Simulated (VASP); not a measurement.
Input:

```
MoS2
1.0
    3.15039     0.00000     0.00000
   -1.57519     2.72832     0.00000
    0.00000     0.00000    13.03343
Mo S
2 4
Cartesian
  0.00000   0.00000   3.25836
  0.00000   0.00000   9.77507
  0.00000   1.81888   4.79291
  1.57520   0.90944   8.24052
  1.57520   0.90944  11.30963
  0.00000   1.81888   1.72380
```

The numbers are results of PBE GGA, VASP's PBE PAW potentials (set 64) (plane waves; VASP), not measurements. Numerical set-up: 300 eV cut-off, 8×8×2 Γ-centred mesh, Gaussian smearing of 0.010 eV, potentials Mo_sv S.

**Question.** Give the energies of bands 17 to 30 at the high-symmetry points, in eV from the valence-band maximum.

**Answer.** 
```csv
band,Γ,M,K,A,L,H
17,-3.31,-4.78,-4.78,-3.31,-4.76,-4.76
18,-3.31,-4.75,-4.78,-3.31,-4.76,-4.76
19,-3.02,-3.87,-4.18,-2.40,-3.85,-4.21
20,-2.14,-3.84,-4.18,-2.40,-3.85,-4.21
21,-2.14,-2.77,-3.58,-2.14,-2.47,-3.47
22,-2.13,-2.10,-3.36,-2.14,-2.47,-3.47
23,-2.13,-1.59,-2.74,-2.14,-1.55,-2.73
24,-1.51,-1.51,-2.74,-2.14,-1.55,-2.73
25,-0.91,-1.33,-0.58,-0.29,-1.17,-0.57
26,0.00,-1.08,-0.58,-0.29,-1.17,-0.57
27,2.29,1.78,1.15,2.32,1.79,1.16
28,2.29,1.81,1.16,2.32,1.79,1.16
29,2.35,2.34,2.63,2.32,2.33,2.52
30,2.37,2.35,2.63,2.33,2.33,2.52
```

The gap is indirect, 1.15 eV, from the valence maximum at Γ to the conduction minimum at K.

The structure comes from a computed database's MoS2 entry; how it stands against other phases isn't given here. The cell was not relaxed at this level.
